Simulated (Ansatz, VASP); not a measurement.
# Cross-check of SrCl2 between VASP and Ansatz, part 2 of 2

One calculation is typed for both programs; each brings its own data sets and cutoff. How far apart do they land? The cell is taken from a series of VASP runs on this material, whose earlier steps may have relaxed, scaled or displaced it; both programs get it as it stands.

VASP 6.6.1 and Ansatz 0.2.0.

So far. Step 4 (Comparison): The walks stopped with -0.01 GPa left in Ansatz and 0.00 GPa in VASP; each walk ends within a tolerance, so the volume difference is uncertain by about these residues over the bulk modulus, most in soft cells.

## (5) Ansatz: relaxation of cell and atoms, r2SCAN

Level of this step: Ansatz beside VASP: Kohn-Sham DFT, plane waves, r2SCAN (Ansatz).

The relaxed volume is the usual yardstick between codes: its relative difference is about their pressure difference at one cell divided by the bulk modulus. The cell compared in this pair holds 85.59 Å³, against 87.44 Å³ for the pair before.

The cell is taken from a series of VASP runs on this material, whose earlier steps may have relaxed, scaled or displaced it; both programs get it as it stands.

input.yaml

```yaml
crystal:
  lattice:
    - [0.0, 3.4978802729, 3.4978802729]
    - [3.4978802729, 0.0, 3.4978802729]
    - [3.4978802729, 3.4978802729, 0.0]
  atoms:
    - { symbol: Sr, position: [0.0, 0.0, 0.0] }
    - { symbol: Cl, position: [0.75, 0.75, 0.75] }
    - { symbol: Cl, position: [0.25, 0.25, 0.25] }
hamiltonian:
  xc: r2scan
  pseudopotentials: { kind: paw }
kpoints:
  mp_grid: { grid: [6, 6, 6] }
scf:
  occupations: { method: gaussian, width: 0.03 }
relax:
  f_tol: 0.01
  max_steps: 60
  cell: { stress_tol: 0.05 }
output:
  forces: true
  stress: true
  write_density: true
  write_potential: true
  elf: true
  volumetric_format: npy
```

The run is started by

```bash
ansatz run input.yaml --threads 4 --pin off --max-ram 9216MiB --backend cpu --events-out ev --progress --plain --runs-dir out
```

Numbers of over 12 decimals in the logs are rounded to 6 here.

The program printed:

```text
[...]
Crystal: 3 atoms, lattice volume = 85.594 Å³
Basis set: ecut = 500 eV, 2109 PW (Γ), exchange–correlation on 160×160×160 points (64 copies of the dense FFT grid, shifted against one another)
Bands: 16, of which v1, the nominal top of the filled ones, is band 12 counted from 1 (11 counted from 0)
Symmetry: 48 space group operations
[...]
k-points: 16 of 216
[...]
--- Relaxed structure (1 steps of the walk, 1 accepted, 1 SCFs on fresh bases) ---
[...]
cell:  # Å, volume = 85.5943 Å³
    - [0.0, 3.4978802729, 3.4978802729]
    - [3.4978802729, 0.0, 3.4978802729]
    - [3.4978802729, 3.4978802729, 0.0]
  atoms:
    - { symbol: Sr, position: [0.0, 0.0, 0.0] }
    - { symbol: Cl, position: [0.75, 0.75, 0.75] }
    - { symbol: Cl, position: [0.25, 0.25, 0.25] }
[key lines of the parts left out:]
SCF converged after 4 iterations
Free energy (F): -5730.715918 eV
Fermi energy:    5.616795 eV
P = ⅓ Tr σ = -0.0207 GPa (-0.207 kbar)
```

Elapsed: 2.3 s, on 4 threads of Arm Neoverse V2, shared host; peak memory 0.62 GiB.

## (6) VASP: relaxation of cell and atoms, r2SCAN

The same cell, functional, mesh and smearing now go to VASP, with its own data sets and cutoff.

INCAR

```
SYSTEM = SrCl2
PREC = Accurate
ENCUT = 450
EDIFF = 1E-06
NELM = 100
ISMEAR = 0
SIGMA = 0.03
LREAL = .FALSE.
ALGO = Normal
METAGGA = R2SCAN
LASPH = .TRUE.
NBANDS = 18
LORBIT = 11
LWAVE = .FALSE.
LCHARG = .FALSE.
KPAR = 4
IBRION = 2
NSW = 50
ISIF = 3
EDIFFG = -0.006
```

POSCAR

```
SrCl2
1.0
    0.0000000000      3.4978802729      3.4978802729
    3.4978802729      0.0000000000      3.4978802729
    3.4978802729      3.4978802729      0.0000000000
Sr Cl
1 2
Direct
    0.0000000000      0.0000000000      0.0000000000
    0.7500000000      0.7500000000      0.7500000000
    0.2500000000      0.2500000000      0.2500000000
```

KPOINTS

```
Automatic mesh
0
Gamma
6 6 6
0 0 0
```

The projector-augmented-wave data sets are Sr_sv and Cl (PBE family, release 64).

The run is started by

```bash
mpirun -np 4 vasp_std
```

The program printed:

```text
[banner, memory and clock lines left out]
running    4 mpi-ranks, on    1 nodes
[...]
|                                                                             |
|               ----> ADVICE to this user running VASP <----                  |
|                                                                             |
|     You enforced a specific xc type in the INCAR file but a different       |
|     [... a line on the potential file left out ...]
|     I HOPE YOU KNOW WHAT YOU ARE DOING!                                     |
|                                                                             |

 LDA part: xc-table for (None), standard interpolation
 POSCAR, INCAR and KPOINTS ok, starting setup
[...]
entering main loop
       N       E                     dE             d eps       ncg     rms          rms(c)
DAV:   1     0.110132994706E+03    0.11013E+03   -0.10632E+04   576   0.108E+03
DAV:   2    -0.338710635246E+02   -0.14400E+03   -0.14103E+03   748   0.225E+02
[...]
DAV:  12    -0.356919271849E+02   -0.11500E-04   -0.81991E-06   866   0.195E-02    0.863E-03
DAV:  13    -0.356919321069E+02   -0.49220E-05   -0.47990E-06   652   0.148E-02    0.315E-03
DAV:  14    -0.356919320646E+02    0.42313E-07   -0.14328E-07   706   0.262E-03
   1 F= -.35691932E+02 E0= -.35691932E+02  d E =-.356919E+02
[...]
N       E                     dE             d eps       ncg     rms          rms(c)
DAV:   1    -0.356920598329E+02   -0.12773E-03   -0.31121E-03   706   0.376E-01    0.831E-02
DAV:   2    -0.356919634275E+02    0.96405E-04   -0.24352E-04   812   0.933E-02    0.321E-02
DAV:   3    -0.356919375368E+02    0.25891E-04   -0.71842E-05   944   0.477E-02    0.152E-02
DAV:   4    -0.356919393381E+02   -0.18013E-05   -0.23352E-06   894   0.105E-02    0.912E-03
DAV:   5    -0.356919420423E+02   -0.27042E-05   -0.34805E-06   862   0.895E-03    0.370E-03
DAV:   6    -0.356919426066E+02   -0.56427E-06   -0.10834E-07   336   0.261E-03
   2 F= -.35691943E+02 E0= -.35691943E+02  d E =-.105420E-04
 trial-energy change:   -0.000011  1 .order   -0.000011   -0.000022    0.000000
 step:   0.9827(harm=  0.9827)  dis= 0.00000  next Energy=   -35.691943 (dE=-0.108E-04)
 reached required accuracy - stopping structural energy minimisation
```

From OUTCAR (step 6):

```text
  Total        0.0003753      0.0003753      0.0003753      0.0000000      0.0000000     -0.0000000
  in kB        0.0070330      0.0070330      0.0070330      0.0000000      0.0000000     -0.0000000
  external PRESSURE =       0.0070330 kB  Pullay stress =       0.0000000 kB

 POSITION                                       TOTAL-FORCE (eV/Angst)
 -----------------------------------------------------------------------------------
      3.49668      6.99336      3.49668         0.000000      0.000000      0.000000
      5.24502      5.24502      5.24502         0.000000      0.000000      0.000000
      1.74834      1.74834      1.74834        -0.000000     -0.000000     -0.000000
 -----------------------------------------------------------------------------------
    total drift:                                0.000000      0.000000      0.000000

  FREE ENERGIE OF THE ION-ELECTRON SYSTEM (eV)
  ---------------------------------------------------
  free  energy   TOTEN  =       -35.6919426066 eV

  energy  without entropy=      -35.6919426066  energy(sigma->0) =      -35.69194261

[... 2 parts as in an earlier step ...]

[... 2 further parts left out ...]
[key lines of the parts left out:]
E-fermi :  -0.0179
```

The PAW data sets were made with PBE, which is usual practice but a small mismatch for other functionals.

## (7) Differences

What differs besides the data sets and the points named for the pairs above, as far as they apply: VASP keeps PBE cores, Ansatz makes them for the functional; the cutoff is 500 eV in Ansatz and 450 eV in VASP. Total energies have different zeros and are not compared.

Compared:

```tsv
quantity	Ansatz	VASP	difference
volume (Å³)	85.59	85.51	+0.10 %
edge a after relaxation, in the typed setting (Å)	4.947	4.945	+0.03 %
```

The walks stopped with -0.02 GPa left in Ansatz and 0.00 GPa in VASP; each walk ends within a tolerance, so the volume difference is uncertain by about these residues over the bulk modulus, most in soft cells.

## (8) Summary of results

| Property | Result |
| --- | --- |
| difference in volume (relaxation of cell and atoms, PBE) | -0.083 % |
| difference in volume (relaxation of cell and atoms, r2SCAN) | 0.10 % |

The difference in volume is 0.10 % (relaxation of cell and atoms, r2SCAN), within the 1.2 % picked in this series as the mark of a large difference, as far as the stopping tolerances let one tell. How closely two codes agree says nothing of how well the functional describes the real material.

[Lines on the potential files, build, host, timing and source positions are cut from VASP's logs without a mark.]

[Logs are printed without paths, hosts, clocks, repeated set-up lines and the standing remarks that a program may print on its own settings, such as how far it seeks lower states.]

[Hosts, paths, dates, database ids (printed as entryN), source tags and the programs' standing remarks are cut or masked in the printed files.]
